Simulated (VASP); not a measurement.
Data:

```xyz
3
Lattice="2.1325 -3.6936 0.0000 2.1325 3.6936 0.0000 0.0000 0.0000 5.8547" Properties=species:S:1:pos:R:3 pbc="T T T"
Te     2.7159    -2.6831     3.9031
Te     3.0982     0.0000     0.0000
Te     2.7159     2.6831     1.9516
```

The numbers are results of MS2 meta-GGA, VASP's PBE PAW potentials (set 64) (plane waves; VASP 6.6.1), not measurements. Run with 520 eV cut-off, 6×6×4 Γ-centred mesh, Gaussian smearing of 0.050 eV, potentials Te.

The ions and cell shape at fixed volume are relaxed. Which structure does the run end with?

```xyz
3
Lattice="2.1094 -3.6536 0.0000 2.1094 3.6536 0.0000 0.0000 0.0000 5.9834" Properties=species:S:1:pos:R:3 pbc="T T T"
Te     2.7095    -2.6142     3.9889
Te     3.0187     0.0000     0.0000
Te     2.7095     2.6142     1.9945
```
Space group P3_121 (152), at a tolerance of 0.03 Å.

How much energy does the relaxation gain?

The energy (σ→0) changes by -11.0 meV/atom, in 7 ionic steps.

The compound is Te in the trig structure. This cell is one point of a volume scan, at 0.94 of the reference volume. Symmetry was kept, so distortions that lower it aren't found.
